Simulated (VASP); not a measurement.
A run of VASP 6.6.1:

Contents of POSCAR:

```
HPbNO4                                  
1.0
    3.9607021025      0.1421770105      0.1547675788
   -0.2642646182      5.6198564361      0.2074258629
   -0.4042116543     -1.9172222948      5.9212180890
  H               Pb              N               O             
     1     1     1     4
Direct
     0.1079588336416904    0.6546132382115771    0.5356608610171824
     0.6307016187186494    0.5234182974539062    0.1609033582857791
     0.9100584973122613    0.9633784224761062    0.9588091137912337
     0.0038961363717475    0.1357314040757463    0.8787223155337254
     0.7254525168411812    0.0106380031563378    0.1304177206192568
     0.9945815087119880    0.7409545570963996    0.8721181362664120
     0.1235508884024775    0.5898660775299199    0.3740284944864105
```

INCAR.step1

```
ALGO = Fast ; EDIFF = 1E-7
ENCUT = 520 ; GGA = RP
ISIF = 2 ; ISMEAR = -1
KPAR = 4 ; LASPH = T
LCHARG = T ; LREAL = F
LWAVE = F ; NELM = 60
PREC = Accurate ; SIGMA = 0.05
```

File KPOINTS.step1:

```
k-points
0
Gamma
  7 5 5
```

Contents of INCAR.step2:

```
ALGO = Fast ; EDIFF = 1E-7
ENCUT = 520 ; GGA = RP
ICHARG = 11 ; ISIF = 2
ISMEAR = 0 ; KPAR = 4
LASPH = T ; LCHARG = F
LREAL = F ; LWAVE = F
NELM = 60 ; PREC = Accurate
SIGMA = 0.05
```

The input KPOINTS.step2:

```
path XGY,LGZ,NGM,RG
10
line-mode
reciprocal
 0.5000000000  0.0000000000  0.0000000000  X
 0.0000000000  0.0000000000  0.0000000000  G

 0.0000000000  0.0000000000  0.0000000000  G
 0.0000000000 -0.5000000000  0.0000000000  Y

 0.5000000000 -0.5000000000  0.0000000000  L
 0.0000000000  0.0000000000  0.0000000000  G

 0.0000000000  0.0000000000  0.0000000000  G
 0.0000000000  0.5000000000 -0.5000000000  Z

 0.5000000000  0.5000000000 -0.5000000000  N
 0.0000000000  0.0000000000  0.0000000000  G

 0.0000000000  0.0000000000  0.0000000000  G
 0.0000000000  0.0000000000 -0.5000000000  M

 0.5000000000  0.0000000000 -0.5000000000  R
 0.0000000000  0.0000000000  0.0000000000  G
```

Potentials or basis: VASP PAW PBE potentials, release 64 (H, Pb_d, N, O).

The run is started by

```sh
$ cat potpaw_PBE.64/H/POTCAR potpaw_PBE.64/Pb_d/POTCAR potpaw_PBE.64/N/POTCAR potpaw_PBE.64/O/POTCAR > POTCAR
$ cp INCAR.step1 INCAR
$ cp KPOINTS.step1 KPOINTS
$ mpirun -np 4 vasp_std > vasp.out
$ cp INCAR.step2 INCAR
$ cp KPOINTS.step2 KPOINTS
$ mpirun -np 4 vasp_std > vasp.out
```

Hardware: 4 MPI ranks on Intel(R) Xeon(R) Platinum 8488C (Sapphire Rapids), on a shared host.

Estimate the wall time of this run.

It took 2.1 min on 4 MPI ranks on Intel(R) Xeon(R) Platinum 8488C (Sapphire Rapids), on a shared host, peak memory 0.44 GiB a rank. Counts: scf iterations 12, k points 70.
